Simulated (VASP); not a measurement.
Method: PBE GGA with spin-orbit coupling, VASP's PBE PAW potentials (set 64) (plane waves; VASP).

A VASP calculation is set up with these files.

**INCAR**
```
SYSTEM  =  Ba
PREC  =  Accurate; ENCUT  =  400; LREAL  =  .False.
LASPH  =  .True.
EDIFF  =  1E-6; NELM  =  100; ALGO  =  Normal
LMAXMIX  =  4
ISMEAR  =  1; SIGMA  =  0.1
GGA  =  PE; GGA_COMPAT  =  .False.
MAGMOM  =  0 0 0
LSORBIT  =  .True.
ISIF  =  2
LWAVE  =  .False.; LCHARG  =  .False.
```

### KPOINTS
```
Automatic mesh
0
Gamma
9 9 9
0 0 0
```

File POSCAR:
```
Ba
4.4343960
 -0.5773503314   0.5773503314   0.5773503314
  0.5773503314  -0.5773503314   0.5773503314
  0.5773503314   0.5773503314  -0.5773503314
Ba
1
Cartesian
  0.0000000000   0.0000000000   0.0000000000
```

POTCAR, in this order: Ba_sv (PBE.64 set). Program: vasp_ncl.

What will the output report for the number of irreducible k-points (NKPTS), number of bands (NBANDS), largest plane-wave count, number of space-group operations, FFT grid (NGX, NGY, NGZ)?

- number of irreducible k-points (NKPTS) = 35
- number of bands (NBANDS) = 18
- largest plane-wave count = 2480
- number of space-group operations = 48
- FFT grid (NGX, NGY, NGZ) = 30 × 30 × 30

The compound is Ba in the bcc structure. The cell was not relaxed at this level. The run is one of a series of settings (GGA_COMPAT = .FALSE., LSORBIT = .TRUE., MAGMOM = 0 0 0, program vasp_ncl against the base run), some of them coarse on purpose.
